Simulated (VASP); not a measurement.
Input:

```xyz
2
Lattice="3.0101 0.0000 0.0000 0.0000 3.0101 0.0000 0.0000 0.0000 4.5438" Properties=species:S:1:pos:R:3 pbc="T T T"
Mg     0.0000     0.0000     0.0000
Zr     1.5050     1.5050     2.2719
```

These are LDA (Ceperley-Alder, Perdew-Zunger), VASP's LDA PAW potentials (set 64) (plane waves; VASP 6.6.1) values and carry that method's errors. Run with 400 eV cut-off, Gaussian smearing of 0.050 eV, potentials Mg Zr_sv.

### Question
Give the energies of bands 5 to 10 at the high-symmetry points, in eV from the Fermi level.

### Answer

```csv
band,Γ,X,M,Z,R,A
5,-6.33,-2.80,-2.77,-4.41,-3.18,-2.50
6,-1.84,-1.64,-0.05,-4.10,-1.17,-1.22
7,-1.17,-1.40,-0.05,-1.07,-0.61,-1.22
8,1.14,-0.33,0.36,0.74,0.70,2.95
9,3.34,2.47,1.82,3.02,1.77,3.71
10,3.34,3.95,1.82,3.02,2.49,4.01
```

It has no gap at this level: it comes out as a metal or semimetal.

The structure comes from a computed database's MgZr entry (P4/mmm); how it stands against other phases isn't given here. It was relaxed first, which changed the volume by -7 %.
